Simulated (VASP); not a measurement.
Crystal: Hf.

```
CELL_PARAMETERS angstrom
3.19670 0.00000 0.00000
-1.59835 2.76842 0.00000
0.00000 0.00000 5.05780
ATOMIC_POSITIONS crystal
Hf 0.33333 0.66667 0.25000
Hf 0.66667 0.33333 0.75000
```

* Program: VASP 6.6.1
* Task: relaxation of cell and atoms
* Functional: PBEsol
* Potentials or basis: VASP PAW PBE potentials, release 64 (Hf_pv)
* Cutoff: 600 eV
* k mesh: 15 × 15 × 7
* Occupations: methfessel-paxton, width 0.1 eV
* Spin: no spin polarisation

At the start: pressure -4.2 GPa; volume 22.38 Å³/atom.

Task: How do energy, volume and symmetry change on relaxing?

Result: Over 3 steps the energy falls by 11.6 meV/atom and the volume is 21.53 Å³/atom (-3.8 %); space group P6_3/mmc (No. 194, to 0.05 Å).

Step by step:
| step | energy change (eV) | largest force (eV/Å) | pressure (GPa) | volume (Å³) |
| --- | --- | --- | --- | --- |
| 1 | 0.0000 | 0.0000 | -4.21 | 44.76 |
| 2 | 0.0123 | 0.0000 | 5.92 | 41.06 |
| 3 | -0.0232 | 0.0000 | -0.05 | 43.06 |

Final structure:
```
Hf
1.0
     3.15667    0.00000    0.00000
    -1.57834    2.73376    0.00000
     0.00000    0.00000    4.99035
Hf
2
Cartesian
  0.0000 1.8225 1.2476
  1.5783 0.9113 3.7428
```

Caveat: the PAW data sets were made with another functional, which shifts forces and pressure a little.
